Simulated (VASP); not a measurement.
Here is the system:

```
CELL_PARAMETERS angstrom
      3.16275     0.00000     0.00000
     -1.58138     2.73902     0.00000
      0.00000     0.00000     3.51261
ATOMIC_POSITIONS crystal
  Hf 0.00000 0.00000 0.00000
  B  0.33333 0.66667 0.50000
  B  0.66667 0.33333 0.50000
```

The numbers are results of PBEsol GGA, VASP's PBE PAW potentials (set 64) (plane waves; VASP), not measurements. Run with 560 eV cut-off, 11×11×9 Γ-centred mesh, Fermi-Dirac smearing of 0.10 eV, potentials Hf_pv B.

Energy and stress use the plane-wave basis of the starting cell.

### Question
The ions, cell shape and volume are relaxed. What does this cell relax into?

### Answer

```
CELL_PARAMETERS angstrom
      3.12579     0.00000     0.00000
     -1.56290     2.70702     0.00000
      0.00000     0.00000     3.44966
ATOMIC_POSITIONS crystal
  Hf 0.00000 0.00000 0.00000
  B  0.33333 0.66667 0.50000
  B  0.66667 0.33333 0.50000
```
Space group P6/mmm (191), at a tolerance of 0.03 Å.

### Question
How do energy and volume change from the first to the last step?

### Answer
The energy (σ→0) changes by -13.6 meV/atom and the volume by -4.1 %, in 8 ionic steps.

| step | E(σ→0) (eV) | max force (eV/Å) | pressure (GPa) | volume (Å³) |
|---|---|---|---|---|
| 1 | -27.8302 | 0.000 | -10.08 | 30.43 |
| 2 | -27.8024 | 0.000 | 15.44 | 27.70 |
| 3 | -27.8706 | 0.000 | -0.08 | 29.21 |
| 4 | -27.8706 | 0.000 | 0.14 | 29.19 |
| 5 | -27.8711 | 0.000 | 0.11 | 29.18 |
| 6 | -27.8711 | 0.000 | 0.11 | 29.18 |
| 7 | -27.8711 | 0.000 | -0.12 | 29.20 |
| 8 | -27.8711 | 0.000 | 0.01 | 29.19 |

The structure comes from a computed database's HfB2 entry; how it stands against other phases isn't given here. This run relaxes it. Symmetry was kept, so distortions that lower it aren't found. The run is one of a series of settings (EDIFF = 1E-09, EDIFFG = -0.005, ENCUT = 560, IBRION = 2, ISIF = 3, NSW = 50, KPOINTS 11×11×9 Γ-centred mesh against the base run), some of them coarse on purpose.
